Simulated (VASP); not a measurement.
These are PBEsol GGA, VASP's PBE PAW potentials (set 64) (plane waves; VASP 6.6.1) values and carry that method's errors.

VASP ran on this input.

### KPOINTS
```
Automatic mesh
0
G
5 5 7
```

### POSCAR
```
NbPd3
3.95650
 -0.4922279793   0.4922279793   1.0000000000
  0.4922279793  -0.4922279793   1.0000000000
  0.4922279793   0.4922279793  -1.0000000000
Nb Pd
1 3
Direct
  0.0169230000  -0.0052760000   0.0041620000
  0.7425010000   0.2574730000   0.4969090000
  0.2516610000   0.7622630000   0.5161000000
  0.4889140000   0.4855390000  -0.0171710000
```

**INCAR**
```
GGA = PS   ! PBEsol
PREC = Accurate
ISMEAR = -1   ! Fermi-Dirac
LCHARG = .False.
ENCUT = 300   ! plane-wave cut-off (eV)
NELM = 100
SIGMA = 0.1
SYSTEM = NbPd3
ALGO = Normal   ! blocked Davidson
EDIFF = 1E-6
ISIF = 2   ! forces and stress, cell fixed
LASPH = .True.   ! aspherical one-centre terms
LMAXMIX = 4
LREAL = .False.   ! projection in real space or not
LWAVE = .False.
```

POTCAR, in this order: Nb_sv Pd (PBE.64 set). Program: vasp_std.

The resulting files:

OUTCAR:
```
 ion  position               nearest neighbor table
   1  0.017  0.995  0.004-   3 2.69   4 2.70   4 2.70   2 2.70   2 2.75   3 2.78   4 2.81   3 2.81
                             4 2.81   2 2.83   2 2.83   3 2.83
   2  0.743  0.257  0.497-   3 2.70   1 2.70   4 2.74   3 2.74   1 2.75   4 2.75   4 2.77   3 2.77
                             3 2.81   1 2.83   1 2.83   4 2.85
   3  0.252  0.762  0.516-   1 2.69   4 2.69   2 2.70   2 2.74   2 2.77   4 2.77   1 2.78   2 2.81
                             1 2.81   4 2.82   4 2.82   1 2.83
   4  0.489  0.486  0.983-   3 2.69   1 2.70   1 2.70   2 2.74   2 2.75   2 2.77   3 2.77   1 2.81
                             1 2.81   3 2.82   3 2.82   2 2.85
  LATTYP: Found a body centered tetragonal cell.
 ALAT       =     3.8950000000
 C/A-ratio  =     2.0315789474
 Subroutine PRICEL returns:
 Original cell was already a primitive cell.
 Subroutine GETGRP returns: Found  1 space group operations
The static configuration has the point symmetry C_1 .
The dynamic configuration has the point symmetry C_1 .
 Subroutine INISYM returns: Found  1 space group operations
 Subroutine IBZKPT returns following result:
 Found     88 irreducible k-points:

 Following reciprocal coordinates:
            Coordinates               Weight
  0.000000  0.000000  0.000000      1.000000
  0.200000  0.000000 -0.000000      2.000000
...
```

OSZICAR:
```
       N       E                     dE             d eps       ncg     rms          rms(c)
DAV:   1     0.241898371314E+03    0.24190E+03   -0.16532E+04  4408   0.113E+03
DAV:   2    -0.210312192737E+02   -0.26293E+03   -0.25879E+03  5168   0.365E+02
DAV:   3    -0.326164998385E+02   -0.11585E+02   -0.11410E+02  7338   0.690E+01
DAV:   4    -0.329799659006E+02   -0.36347E+00   -0.36157E+00  5810   0.109E+01
DAV:   5    -0.329919567866E+02   -0.11991E-01   -0.11977E-01  7291   0.207E+00    0.158E+01
DAV:   6    -0.308799571255E+02    0.21120E+01   -0.59002E+00  5913   0.180E+01    0.632E+00
DAV:   7    -0.307214796174E+02    0.15848E+00   -0.14699E+00  5715   0.881E+00    0.294E+00
DAV:   8    -0.306970381360E+02    0.24441E-01   -0.26145E-01  6812   0.409E+00    0.190E+00
DAV:   9    -0.306926782858E+02    0.43599E-02   -0.11254E-01  6600   0.272E+00    0.642E-01
DAV:  10    -0.306867374507E+02    0.59408E-02   -0.33519E-02  6781   0.133E+00    0.144E-01
DAV:  11    -0.306865954232E+02    0.14203E-03   -0.22593E-03  5807   0.418E-01    0.744E-02
DAV:  12    -0.306865872630E+02    0.81601E-05   -0.20061E-04  6585   0.106E-01    0.113E-02
DAV:  13    -0.306865874129E+02   -0.14987E-06   -0.13862E-05  5916   0.249E-02    0.453E-03
DAV:  14    -0.306865869985E+02    0.41442E-06   -0.77483E-07  3085   0.986E-03
   1 F= -.30686587E+02 E0= -.30655395E+02  d E =-.623833E-01
```

OUTCAR:
```
------------------------ aborting loop because EDIFF is reached ----------------------------------------
  FORCE on cell =-STRESS in cart. coord.  units (eV):
  Direction    XX          YY          ZZ          XY          YZ          ZX
  --------------------------------------------------------------------------------------
  Total       -0.3653531     -0.3899573      0.3821507      0.0381421     -0.0116101      0.0780607
  in kB       -9.7520797    -10.4088215     10.2004466      1.0180966     -0.3099000      2.0836117
  external PRESSURE =      -3.3201515 kB  Pullay stress =       0.0000000 kB
  volume of cell :       60.02
      direct lattice vectors                 reciprocal lattice vectors
    -1.947500000  1.947500000  3.956500000     0.000000000  0.256739409  0.126374321
     1.947500000 -1.947500000  3.956500000     0.256739409  0.000000000  0.126374321
     1.947500000  1.947500000 -3.956500000     0.256739409  0.256739409  0.000000000
 POSITION                                       TOTAL-FORCE (eV/Angst)
 -----------------------------------------------------------------------------------
      1.91237     -1.89616      3.98611         0.369834     -0.480363     -0.274150
      0.02314      1.91232      1.99038        -0.102996      0.520960     -0.124812
      1.99950      0.01071      1.96964        -0.643698     -0.261322      0.007600
      1.90749      1.92063     -0.03314         0.376861      0.220725      0.391362
 -----------------------------------------------------------------------------------
    total drift:                               -0.000270      0.000739      0.000205
  FREE ENERGIE OF THE ION-ELECTRON SYSTEM (eV)
  ---------------------------------------------------
  free  energy   TOTEN  =       -30.6865869985 eV

  energy  without entropy=      -30.6242037348  energy(sigma->0) =      -30.65539537
```
(Selected blocks of OUTCAR.)

At this cut-off the stress carries a Pulay error, which pulls relaxed volumes low.

The structure comes from a measured NbPd3 entry of the Crystallography Open Database, whose conditions weren't checked. The cell was not relaxed at this level, atoms are displaced from their ideal sites. The k-mesh is coarse (spacing up to 0.36 per Å, 2π included), so the numbers may not be converged in it. The electron count is odd and the run is not spin-polarised, which forces a metal.
